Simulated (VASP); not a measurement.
# Nb3Cr (I4/mmm) in VASP: runs at scaled volumes

Single points of Nb3Cr at other volumes, in PBE.

All numbers are computed with VASP 6.6.1; they aren't measurements. Logs are shortened: lines on timing, memory, paths and dates and some standing lists are left out, and cuts for length are marked.

## (1) The undisturbed crystal

Symmetry: I4/mmm, No. 139, tetragonal system. Conventional cell: a = 3.793 Å, b = 3.793 Å, c = 9.541 Å, α = 90.00°, β = 90.00°, γ = 90.00°. Nb (site symmetry -4m2) is surrounded by 8 Nb at 2.68 to 3.05 Å and 4 Cr at 3.05 Å. Nb (site symmetry 4/mmm) is surrounded by 4 Cr at 2.68 Å and 8 Nb at 3.05 Å. Around Cr (site symmetry 4/mmm) lie 12 Nb at 2.68 to 3.05 Å.

The cell comes from a database or a generator and needn't be the stable form of this composition.

## (2) Equation of state, PBE, collinear spin, ferromagnetic start, 16.13 Å³/atom (volume scaled by 0.94)

File INCAR:

```
PREC = Accurate
ENCUT = 520
EDIFF = 1E-7
ISMEAR = -1
SIGMA = 0.05
LREAL = False
LASPH = True
NELM = 150
ALGO = Normal
ISIF = 2
LWAVE = False
LCHARG = False
ISPIN = 2
MAGMOM = 0 0 0 3
LORBIT = 11
LMAXMIX = 4
GGA = PE
NBANDS = 38
```

File KPOINTS:

```
Automatic mesh
0
Gamma
  10 10 10
```

File POSCAR:

```
Nb3Cr
1.0
   -1.8579672582      1.8579672582      4.6729000227
    1.8579672582     -1.8579672582      4.6729000227
    1.8579672582      1.8579672582     -4.6729000227
Nb Cr
3 1
Direct
    0.2500000000      0.7500000000      0.5000000000
    0.7500000000      0.2500000000      0.5000000000
    0.5000000000      0.5000000000      0.0000000000
    0.0000000000      0.0000000000      0.0000000000
```

Potentials or basis: VASP PAW PBE potentials, release 64 (Nb_sv, Cr_pv).

Command:

```console
$ cat potpaw_PBE.64/Nb_sv/POTCAR potpaw_PBE.64/Cr_pv/POTCAR > POTCAR
$ mpirun -np 1 vasp_std > vasp.out
```

OUTCAR:

```text
PREC = Accurate
   ENCUT = 520
   EDIFF = 1E-7
   ISMEAR = -1
   LREAL = False
   LASPH = True
   NELM = 150
   ISIF = 2
   ISPIN = 2
   LORBIT = 11
   GGA = PE

 Found    102 irreducible k-points:

 Following reciprocal coordinates:
            Coordinates               Weight
  0.000000  0.000000  0.000000      1.000000
  0.100000  0.000000 -0.000000      8.000000
  0.200000  0.000000 -0.000000      8.000000
  0.300000 -0.000000  0.000000      8.000000
  0.400000 -0.000000  0.000000      8.000000
  0.500000 -0.000000  0.000000      4.000000
   k-points           NKPTS =    102   k-points in BZ     NKDIM =    102   number of bands    NBANDS=     38
   number of dos      NEDOS =    301   number of ions     NIONS =      4
   total plane-waves  NPLWV =  64000
   dimension x,y,z NGX =    40 NGY =   40 NGZ =   40
   dimension x,y,z NGXF=    80 NGYF=   80 NGZF=   80
   ions per type =               3   1
   NGX,Y,Z   is equivalent  to a cutoff of  12.40, 12.40, 12.40 a.u.
   NGXF,Y,Z  is equivalent  to a cutoff of  24.81, 24.81, 24.81 a.u.
 SYSTEM =  unknown system
   PREC   = accura    normal or accurate (medium, high low for compatibility)
   ISTART =      0    job   : 0-new  1-cont  2-samecut
   ICHARG =      2    charge: 1-file 2-atom 10-const
   ISPIN  =      2    spin polarized calculation?
   LNONCOLLINEAR =      F non collinear calculations
   LSORBIT =      F    spin-orbit coupling
   LASPH  =      T    aspherical Exc in radial PAW
   ENCUT  =  520.0 eV  38.22 Ry    6.18 a.u.   9.97  9.97  9.97*2*pi/ulx,y,z
   NELM   =    150;   NELMIN=  2; NELMDL= -5     # of ELM steps
   EDIFF  = 0.1E-06   stopping-criterion for ELM
   LREAL  =      F    real-space projection
   EDIFFG = 0.1E-05   stopping-criterion for IOM
   NSW    =      0    number of steps for IOM
   IBRION =     -1    ionic relax: 0-MD 1-quasi-New 2-CG
   NFREE  =      0    steps in history (QN), initial steepest desc. (CG)
   ISIF   =      2    stress and relaxation
   ISYM   =      2    0-nonsym 1-usesym 2-fastsym
   POTIM  = 0.5000    time-step for ionic-motion
   TEBEG  =    0.0;   TEEND  =   0.0 temperature during run
   PSTRESS=    0.0 pullay stress
   NELECT =      51.0000    total number of electrons
   NUPDOWN=      -1.0000    fix difference up-down
   EMIN   =  10.00;   EMAX   =-10.00  energy-range for DOS
   EFERMI =   0.00;   METHOD = LEGACY
   ISMEAR =    -1;   SIGMA  =   0.05  broadening in eV -4-tet -1-fermi 0-gaus
   EFERMI_NEDOS =   21; number of points for ismear=-14 and -15
   IALGO  =     38    algorithm
   IMIX   =      4    mixing-type and parameters
     AMIX     =   0.40;   BMIX     =  1.00
     AMIX_MAG =   1.60;   BMIX_MAG =  1.00
  volume/ion in A,a.u.               =      16.13       108.86
  Fermi-wavevector in a.u.,A,eV,Ry     =   1.513645  2.860374 31.172595  2.291121
  Thomas-Fermi vector in A             =   2.623408
   LORBIT       =     11    0 simple, 1 ext, 2 COOP (PROOUT), +10 PAW based schemes
   GGA     = PE    functional components
   LHFCALC =     F    Hartree Fock is set to
   AEXX    =    0.0000 exact exchange contribution
   IVDW    =     0    specifies the selected vdW correction
   LEPSILON=     F    determine dielectric tensor
   LRPA    =     F    only Hartree local field effects (RPA)
 spin polarized calculation
  energy-cutoff  :      520.00
  volume of cell :       64.52
 maximum number of plane-waves:      1758
   NGX = 19   NGY = 19   NGZ = 19

 number of electron      51.0000006 magnetization       0.0001850

 number of electron      51.0000006 magnetization      -0.0000539

 Free energy of the ion-electron system (eV)
  ---------------------------------------------------
  ext. energy  EPLUGINS =         0.00000000
  ---------------------------------------------------
  free energy    TOTEN  =       -39.07630906 eV

  energy without entropy =      -39.04343431  energy(sigma->0) =      -39.05987168

 E-fermi :  11.5048     XC(G=0): -12.7786

 val. band max:       11.4924438399   @ k =  -0.3000   0.5000   0.1000
 cond. band min:      11.5084188519   @ k =   0.2000   0.1000   0.0000
 fundamental gap:      0.0159750120
 Fermi energy:        11.5048298738

 spin component 1

 k-point     1 :       0.0000    0.0000    0.0000
  band No.  band energies     occupation
      1     -43.0596      1.00000
      2     -42.8519      1.00000
      3     -42.4805      1.00000
      4     -31.2175      1.00000
      5     -31.2031      1.00000
      6     -31.2031      1.00000
[... 29 lines left out ...]
     36      17.4476      0.00000
     37      19.1235      0.00000
[... 198 lines left out ...]
     36      15.5867      0.00000
     37      16.1729      0.00000

 [... further k-points ...]

 spin component 2

 k-point     1 :       0.0000    0.0000    0.0000
  band No.  band energies     occupation
      1     -43.0596      1.00000
      2     -42.8519      1.00000
      3     -42.4805      1.00000
      4     -31.2177      1.00000
      5     -31.2033      1.00000
      6     -31.2033      1.00000
[... 29 lines left out ...]
     36      17.4476      0.00000
     37      19.1232      0.00000
[... 198 lines left out ...]
     36      15.5867      0.00000
     37      16.1729      0.00000

 [... further k-points ...]

 [bands above 37 left out]

------------------------ aborting loop because EDIFF is reached ----------------------------------------

  FORCE on cell =-STRESS in cart. coord.  units (eV):
  Direction    XX          YY          ZZ          XY          YZ          ZX
  --------------------------------------------------------------------------------------
  -------------------------------------------------------------------------------------
  Total        3.2094084      3.2094084      3.6983735      0.0000000      0.0000000     -0.0000000
  in kB       79.6916782     79.6916782     91.8329970      0.0000000      0.0000000     -0.0000000
  external PRESSURE =      83.7387845 kB  Pullay stress =       0.0000000 kB

 VOLUME and BASIS-vectors are now :
 -----------------------------------------------------------------------------
  energy-cutoff  :      520.00
  volume of cell :       64.52
      direct lattice vectors                 reciprocal lattice vectors
    -1.857967258  1.857967258  4.672900023     0.000000000  0.269111308  0.106999935
     1.857967258 -1.857967258  4.672900023     0.269111308  0.000000000  0.106999935
     1.857967258  1.857967258 -4.672900023     0.269111308  0.269111308  0.000000000

 POSITION                                       TOTAL-FORCE (eV/Angst)
 -----------------------------------------------------------------------------------
      1.85797      0.00000      2.33645        -0.000000     -0.000000     -0.000000
      0.00000      1.85797      2.33645         0.000000      0.000000     -0.000000
      0.00000      0.00000      4.67290         0.000000      0.000000      0.000000
      0.00000      0.00000      0.00000         0.000000      0.000000      0.000000
 -----------------------------------------------------------------------------------
    total drift:                               -0.000000     -0.000000      0.000000

  FREE ENERGIE OF THE ION-ELECTRON SYSTEM (eV)
  ---------------------------------------------------
  free  energy   TOTEN  =       -39.0763090571 eV

  energy  without entropy=      -39.0434343124  energy(sigma->0) =      -39.05987168

 total charge

# of ion       s       p       d       tot
------------------------------------------
    1        2.237   6.009   2.627  10.873
    2        2.237   6.009   2.627  10.873
    3        2.231   6.015   2.488  10.734
    4        0.396   6.287   4.177  10.861
--------------------------------------------------
tot          7.101  24.319  11.920  43.340

 magnetization (x)

# of ion       s       p       d       tot
------------------------------------------
    1       -0.000   0.000   0.000   0.000
    2       -0.000   0.000   0.000   0.000
    3       -0.000   0.000   0.000   0.000
    4       -0.000   0.000  -0.000  -0.000
--------------------------------------------------
tot         -0.000   0.000  -0.000  -0.000
```

OSZICAR:

```text
N       E                     dE             d eps       ncg     rms          rms(c)
DAV:   1     0.686314434247E+03    0.68631E+03   -0.27225E+04 15512   0.148E+03
DAV:   2     0.173279090962E+02   -0.66899E+03   -0.64569E+03 15680   0.577E+02
DAV:   3    -0.377638826533E+02   -0.55092E+02   -0.51282E+02 27272   0.132E+02
[... 12 lines left out ...]
DAV:  16    -0.390762728370E+02   -0.44813E-04   -0.12644E-04 22632   0.424E-02    0.333E-02
DAV:  17    -0.390762993003E+02   -0.26463E-04   -0.13385E-04 21042   0.449E-02    0.183E-02
DAV:  18    -0.390763062226E+02   -0.69224E-05   -0.39282E-05 22964   0.237E-02    0.950E-03
DAV:  19    -0.390763081713E+02   -0.19486E-05   -0.91198E-06 21600   0.110E-02    0.490E-03
DAV:  20    -0.390763089798E+02   -0.80856E-06   -0.66181E-06 20850   0.101E-02    0.120E-03
DAV:  21    -0.390763090571E+02   -0.77267E-07   -0.44738E-07 17132   0.338E-03
   1 F= -.39076309E+02 E0= -.39059872E+02  d E =-.328747E-01  mag=     0.0000
```

stdout:

```text
POSCAR found type information on POSCAR NbCr
 POSCAR found :  2 types and       4 ions
 scaLAPACK will be used
 LDA part: xc-table for (Slater+PW92), standard interpolation
 POSCAR, INCAR and KPOINTS ok, starting setup
 FFT: planning ... GRIDC
 FFT: planning ... GRID_SOFT
 FFT: planning ... GRID
 WAVECAR not read
 entering main loop
```

It took 18 min on 1 thread of Intel Xeon Platinum 8488C (Sapphire Rapids), shared host; peak memory 0.53 GiB.

What came out:

* Free energy: -39.0763 eV
* Pressure: 8.4 GPa
* Band gap on the k mesh: none (metal or under the smearing width)
* Net moment: 0.00 μB per cell
* Valence electrons inside the program's atomic spheres: Nb 10.87, 10.73; Cr 10.86

Caveat: the starting moments collapsed, and a magnetic state may lie lower.

## (3) Equation of state, PBE, collinear spin, ferromagnetic start, 16.47 Å³/atom (volume scaled by 0.96)

File INCAR:

```
PREC = Accurate
ENCUT = 520
EDIFF = 1E-7
ISMEAR = -1
SIGMA = 0.05
LREAL = F
LASPH = T
NELM = 150
ALGO = Normal
ISIF = 2
LWAVE = F
LCHARG = F
ISPIN = 2
MAGMOM = 0 0 0 3
LORBIT = 11
LMAXMIX = 4
GGA = PE
NBANDS = 38
```

KPOINTS is that of step 2.

File POSCAR:

```
Nb3Cr
1.0
   -1.8710519658      1.8710519658      4.7058088536
    1.8710519658     -1.8710519658      4.7058088536
    1.8710519658      1.8710519658     -4.7058088536
Nb Cr
3 1
Direct
    0.2500000000      0.7500000000      0.5000000000
    0.7500000000      0.2500000000      0.5000000000
    0.5000000000      0.5000000000      0.0000000000
    0.0000000000      0.0000000000      0.0000000000
```

Potentials or basis: VASP PAW PBE potentials, release 64 (Nb_sv, Cr_pv).

Command:

```console
$ cat potpaw_PBE.64/Nb_sv/POTCAR potpaw_PBE.64/Cr_pv/POTCAR > POTCAR
$ mpirun -np 1 vasp_std > vasp.out
```

OUTCAR:

```text
PREC = Accurate
   ENCUT = 520
   EDIFF = 1E-7
   ISMEAR = -1
   LREAL = F
   LASPH = T
   NELM = 150
   ISIF = 2
   ISPIN = 2
   LORBIT = 11
   GGA = PE

 Found    102 irreducible k-points:

 Following reciprocal coordinates:
            Coordinates               Weight
  0.000000  0.000000  0.000000      1.000000
  0.100000 -0.000000  0.000000      8.000000
  0.200000 -0.000000  0.000000      8.000000
  0.300000 -0.000000  0.000000      8.000000
  0.400000 -0.000000  0.000000      8.000000
[... 578 lines left out ...]
  energy-cutoff  :      520.00
  volume of cell :       65.90
      direct lattice vectors                 reciprocal lattice vectors
    -1.871051966  1.871051966  4.705808854     0.000000000  0.267229350  0.106251660
     1.871051966 -1.871051966  4.705808854     0.267229350  0.000000000  0.106251660
     1.871051966  1.871051966 -4.705808854     0.267229350  0.267229350  0.000000000

 POSITION                                       TOTAL-FORCE (eV/Angst)
 -----------------------------------------------------------------------------------
      1.87105     -0.00000      2.35290         0.000000     -0.000000     -0.000000
     -0.00000      1.87105      2.35290        -0.000000      0.000000      0.000000
      0.00000      0.00000      4.70581        -0.000000      0.000000     -0.000000
      0.00000      0.00000      0.00000        -0.000000      0.000000     -0.000000
 -----------------------------------------------------------------------------------
    total drift:                               -0.000000     -0.000000      0.000000

  FREE ENERGIE OF THE ION-ELECTRON SYSTEM (eV)
  ---------------------------------------------------
  free  energy   TOTEN  =       -39.1306469388 eV

  energy  without entropy=      -39.0966887135  energy(sigma->0) =      -39.11366783

 total charge

# of ion       s       p       d       tot
------------------------------------------
    1        2.233   6.006   2.598  10.837
    2        2.233   6.006   2.598  10.837
    3        2.227   6.012   2.462  10.702
    4        0.390   6.278   4.156  10.824
--------------------------------------------------
tot          7.083  24.302  11.814  43.200

 magnetization (x)

# of ion       s       p       d       tot
------------------------------------------
    1       -0.000   0.000  -0.000  -0.000
    2       -0.000   0.000  -0.000  -0.000
    3       -0.000   0.000  -0.000  -0.000
    4       -0.000   0.000   0.000   0.000
--------------------------------------------------
tot         -0.000   0.000  -0.000  -0.000
```

OSZICAR:

```text
N       E                     dE             d eps       ncg     rms          rms(c)
DAV:   1     0.686497971271E+03    0.68650E+03   -0.27171E+04 15504   0.147E+03
DAV:   2     0.171994206247E+02   -0.66930E+03   -0.64630E+03 15732   0.576E+02
DAV:   3    -0.378442029289E+02   -0.55044E+02   -0.51165E+02 27144   0.132E+02
[... 14 lines left out ...]
DAV:  18    -0.391306395251E+02   -0.18192E-04   -0.11706E-04 22620   0.403E-02    0.144E-02
DAV:  19    -0.391306446650E+02   -0.51399E-05   -0.28926E-05 23046   0.192E-02    0.765E-03
DAV:  20    -0.391306466489E+02   -0.19839E-05   -0.22273E-05 21798   0.177E-02    0.190E-03
DAV:  21    -0.391306469319E+02   -0.28300E-06   -0.17779E-06 20090   0.586E-03    0.894E-04
DAV:  22    -0.391306469388E+02   -0.68721E-08   -0.36512E-07 15218   0.340E-03
   1 F= -.39130647E+02 E0= -.39113668E+02  d E =-.339582E-01  mag=    -0.0000
```

Run time: 18 min. Hardware: 1 thread of Intel Xeon Platinum 8488C (Sapphire Rapids), shared host; peak memory 0.55 GiB.

Results:

| Item | Value |
| --- | --- |
| Free energy | -39.1306 eV |
| Pressure | 4.2 GPa |
| Band gap on the k mesh | none (metal or under the smearing width) |
| Net moment | 0.00 μB per cell |
| Valence electrons inside the program's atomic spheres | Nb 10.84, 10.70; Cr 10.82 |

Caveat: the starting moments collapsed, and a magnetic state may lie lower.

## (4) Equation of state, PBE, collinear spin, ferromagnetic start, 16.82 Å³/atom (volume scaled by 0.98)

File INCAR:

```
SYSTEM = Nb3Cr
ALGO     = Normal         ! electronic algorithm
EDIFF    = 1E-7           ! SCF threshold, eV
ENCUT    = 520            ! plane-wave cutoff, eV
GGA      = PE             ! functional
ISIF     = 2              ! what is computed and relaxed
ISMEAR   = -1             ! smearing method
ISPIN    = 2              ! spin polarisation
LASPH    = .True.         ! aspherical terms in the spheres
LCHARG   = .False.        ! write CHGCAR
LMAXMIX  = 4              ! l up to which the mixer works
LORBIT   = 11             ! projections on sites
LREAL    = .False.        ! projectors in reciprocal space
LWAVE    = .False.        ! write WAVECAR
MAGMOM   = 0 0 0 3        ! initial moments
NBANDS   = 38             ! bands
NELM     = 120            ! most SCF steps
PREC     = Accurate       ! precision mode
SIGMA    = 0.05           ! smearing width, eV
```

File KPOINTS:

```
k-points
0
Gamma
  10 10 10
  0 0 0
```

File POSCAR:

```
Nb3Cr
1.0
   -1.8839561802      1.8839561802      4.7382637333
    1.8839561802     -1.8839561802      4.7382637333
    1.8839561802      1.8839561802     -4.7382637333
Nb Cr
3 1
Direct
    0.2500000000      0.7500000000      0.5000000000
    0.7500000000      0.2500000000      0.5000000000
    0.5000000000      0.5000000000      0.0000000000
    0.0000000000      0.0000000000      0.0000000000
```

Command:

```console
$ cat potpaw_PBE.64/Nb_sv/POTCAR potpaw_PBE.64/Cr_pv/POTCAR > POTCAR
$ mpirun -np 1 vasp_std > vasp.out
```

Run time: 19 min. Hardware: 1 thread of Intel Xeon Platinum 8488C (Sapphire Rapids), shared host; peak memory 0.55 GiB.

It converged, with:

| Property | Result |
| --- | --- |
| Free energy | -39.1505 eV |
| Pressure | 0.3 GPa |
| Band gap on the k mesh | none (metal or under the smearing width) |
| Net moment | 0.00 μB per cell |
| Valence electrons inside the program's atomic spheres | Nb 10.80, 10.67; Cr 10.79 |

Caveat: the starting moments collapsed, and a magnetic state may lie lower.
